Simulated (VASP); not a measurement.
Here is the system:

```
KMgF3
1.0
    3.99726     0.00000     0.00000
    0.00000     3.99726     0.00000
    0.00000     0.00000     3.99726
K Mg F
1 1 3
Cartesian
  0.00000   0.00000   0.00000
  1.99863   1.99863   1.99863
  1.99863   0.00000   1.99863
  0.00000   1.99863   1.99863
  1.99863   1.99863   0.00000
```

These are optB86b-vdW, VASP's PBE PAW potentials (set 64) (plane waves; VASP) values and carry that method's errors. Settings: 520 eV cut-off, Gaussian smearing of 0.050 eV, potentials K_sv Mg F.

Q: What does the run give for the band gap (along the path) with the smallest direct gap where there is one?

A: 
```
Property                               Result
------------------------------------  -------
band gap (along the path)             7.31 eV
smallest direct gap (along the path)  7.63 eV
```

The compound is KMgF3 in the cubic perovskite structure. It was relaxed first.
